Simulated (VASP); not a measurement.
```
CELL_PARAMETERS angstrom
     10.93707     0.00000     0.00000
      0.00000    10.93707     0.00000
      0.00000     0.00000    10.93707
ATOMIC_POSITIONS crystal
  Si 0.50000 0.00000 0.00000
  Si 0.62500 0.12500 0.12500
  Si 0.75000 0.25000 0.00000
  Si 0.87500 0.37500 0.12500
  Si 0.75000 0.00000 0.25000
  Si 0.87500 0.12500 0.37500
  Si 0.00000 0.00000 0.00000
  Si 0.12500 0.12500 0.12500
  Si 0.25000 0.25000 0.00000
  Si 0.37500 0.37500 0.12500
  Si 0.50000 0.50000 0.00000
  Si 0.62500 0.62500 0.12500
  Si 0.75000 0.75000 0.00000
  Si 0.87500 0.87500 0.12500
  Si 0.25000 0.00000 0.25000
  Si 0.37500 0.12500 0.37500
  Si 0.49677 0.24995 0.24819
  Si 0.74818 0.49546 0.25073
  Si 0.87500 0.62500 0.37500
  Si 0.50000 0.00000 0.50000
  Si 0.62500 0.12500 0.62500
  Si 0.75230 0.24906 0.49926
  Si 0.87500 0.37500 0.62500
  Si 0.75000 0.00000 0.75000
  Si 0.87500 0.12500 0.87500
  Si 0.00000 0.50000 0.00000
  Si 0.12500 0.62500 0.12500
  Si 0.25000 0.75000 0.00000
  Si 0.37500 0.87500 0.12500
  Si 0.00000 0.25000 0.25000
  Si 0.12500 0.37500 0.37500
  Si 0.25000 0.50000 0.25000
  Si 0.37500 0.62500 0.37500
  Si 0.50000 0.75000 0.25000
  Si 0.62500 0.87500 0.37500
  Si 0.00000 0.00000 0.50000
  Si 0.12500 0.12500 0.62500
  Si 0.25000 0.25000 0.50000
  Si 0.37500 0.37500 0.62500
  Si 0.62500 0.62500 0.62500
  Si 0.75000 0.75000 0.50000
  Si 0.87500 0.87500 0.62500
  Si 0.25000 0.00000 0.75000
  Si 0.37500 0.12500 0.87500
  Si 0.50000 0.25000 0.75000
  Si 0.62500 0.37500 0.87500
  Si 0.75000 0.50000 0.75000
  Si 0.87500 0.62500 0.87500
  Si 0.00000 0.75000 0.25000
  Si 0.12500 0.87500 0.37500
  Si 0.00000 0.50000 0.50000
  Si 0.12500 0.62500 0.62500
  Si 0.25000 0.75000 0.50000
  Si 0.37500 0.87500 0.62500
  Si 0.00000 0.25000 0.75000
  Si 0.12500 0.37500 0.87500
  Si 0.25000 0.50000 0.75000
  Si 0.37500 0.62500 0.87500
  Si 0.50000 0.75000 0.75000
  Si 0.62500 0.87500 0.87500
  Si 0.00000 0.75000 0.75000
  Si 0.12500 0.87500 0.87500
  Ga 0.49972 0.50448 0.49825
```
Cell charge +1.

Level of theory: PBE GGA, VASP's PBE PAW potentials (set 64) (plane waves; VASP). Numerical set-up: PREC = Normal, LREAL = Auto, ISYM = 0, NELECT = 250.0, EDIFF = 1E-5, 400 eV cut-off, 1×1×1 Γ-centred mesh, Gaussian smearing of 0.050 eV, potentials Si Ga.

The cell is charged, with a uniform compensating background. The supercell is sampled at Γ alone, which is coarse: total energies, pressure and levels can be off, energies of defects by several tenths of an eV.

Problem. The ions are relaxed. What does this cell relax into?

Solution. 
```
CELL_PARAMETERS angstrom
     10.93707     0.00000     0.00000
      0.00000    10.93707     0.00000
      0.00000     0.00000    10.93707
ATOMIC_POSITIONS crystal
  Si 0.49985 0.00057 0.00023
  Si 0.62549 0.12711 0.12696
  Si 0.74969 0.25030 0.00000
  Si 0.87249 0.37454 0.12747
  Si 0.74964 0.00008 0.25031
  Si 0.87297 0.12717 0.37444
  Si 0.00001 0.99967 0.99986
  Si 0.12453 0.12532 0.12527
  Si 0.25053 0.24825 0.00020
  Si 0.37536 0.37689 0.12579
  Si 0.49985 0.50000 0.99913
  Si 0.62300 0.62409 0.12618
  Si 0.75155 0.74912 0.00055
  Si 0.87442 0.87532 0.12543
  Si 0.25051 0.00024 0.24822
  Si 0.37544 0.12591 0.37680
  Si 0.49833 0.24966 0.24947
  Si 0.74920 0.50054 0.25077
  Si 0.87374 0.62410 0.37697
  Si 0.50000 0.99925 0.49989
  Si 0.62317 0.12596 0.62428
  Si 0.75039 0.24985 0.50134
  Si 0.87409 0.37695 0.62449
  Si 0.75171 0.00028 0.74931
  Si 0.87454 0.12536 0.87542
  Si 0.99925 0.49997 0.00058
  Si 0.12365 0.62523 0.12347
  Si 0.25037 0.74950 0.99882
  Si 0.37476 0.87613 0.12341
  Si 0.00001 0.25029 0.25021
  Si 0.12490 0.37509 0.37489
  Si 0.24772 0.50025 0.24775
  Si 0.37340 0.62667 0.36672
  Si 0.49983 0.75223 0.24771
  Si 0.62497 0.87507 0.37496
  Si 0.99956 0.00053 0.50011
  Si 0.12395 0.12370 0.62519
  Si 0.24790 0.24798 0.50004
  Si 0.37368 0.36715 0.62619
  Si 0.63307 0.62665 0.62647
  Si 0.75218 0.75221 0.50016
  Si 0.87653 0.87608 0.62518
  Si 0.25044 0.99892 0.74947
  Si 0.37483 0.12376 0.87579
  Si 0.50002 0.24804 0.75188
  Si 0.62501 0.37511 0.87509
  Si 0.75211 0.50023 0.75213
  Si 0.87639 0.62523 0.87614
  Si 0.99928 0.74914 0.24834
  Si 0.12447 0.87514 0.37519
  Si 0.00086 0.50002 0.50003
  Si 0.12621 0.62474 0.62457
  Si 0.25157 0.74847 0.49908
  Si 0.37539 0.87393 0.62453
  Si 0.99957 0.24829 0.74940
  Si 0.12459 0.37534 0.87525
  Si 0.25165 0.49914 0.74824
  Si 0.37530 0.62471 0.87375
  Si 0.50087 0.74844 0.74835
  Si 0.62482 0.87518 0.87532
  Si 0.00118 0.74951 0.74955
  Si 0.12498 0.87503 0.87497
  Ga 0.49619 0.50432 0.50368
```
Cell charge +1.

Problem. How much energy does the relaxation gain?

Solution. The energy (σ→0) changes by -3.4 meV/atom, in 12 ionic steps.

The cell is a supercell with a defect, built from Si (diamond): Ga_Si-vac_Si, charge +1. The run is not spin-polarised, so no state with unpaired spins was tried.
